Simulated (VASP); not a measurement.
Consider the following.

```cif
data_HgTe
_chemical_formula_sum 'Hg1 Te1'
_space_group_name_H-M_alt 'P 1'
_space_group_IT_number 1
_cell_length_a 4.58212
_cell_length_b 4.58212
_cell_length_c 4.58212
_cell_angle_alpha 60.000
_cell_angle_beta 60.000
_cell_angle_gamma 60.000
loop_
_space_group_symop_operation_xyz
  'x, y, z'
loop_
_atom_site_label
_atom_site_type_symbol
_atom_site_fract_x
_atom_site_fract_y
_atom_site_fract_z
_atom_site_occupancy
Hg1 Hg 0.00000 0.00000 0.00000 1
Te1 Te 0.25000 0.25000 0.25000 1
```

All values below come from HSEsol screened hybrid, VASP's PBE PAW potentials (set 64) (plane waves; VASP). Numerical set-up: 520 eV cut-off, 6×6×6 Γ-centred mesh, Gaussian smearing of 0.050 eV, potentials Hg Te.

**Question.** Give the energy at these volumes per atom, relative to the lowest: 33.52, 34.63, 35.73, 36.84, 37.94 Å³.

**Answer.** 0.0, 0.5, 10.3, 27.8, 51.5 meV/atom. A third-order Birch-Murnaghan fit gives B0 = 46.3 GPa and B0′ = 5.1.

Measured: bulk modulus 42.3 GPa (computed value off by +9.5 %), as given by Cormac Toher et al., Physical Review Materials (2017), arXiv:1611.05714; a 6.460 Å (computed value off by +0.3 %), as given by R. J. Cava et al., Journal of Materials Chemistry C (2013), arXiv:1302.1059. The calculation is for a static lattice, while the measured bulk modulus, a hold thermal and zero-point effects, which are part of the difference.

The compound is HgTe in the zinc blende structure. It was relaxed first. The cell's shape comes from a PBE relaxation.
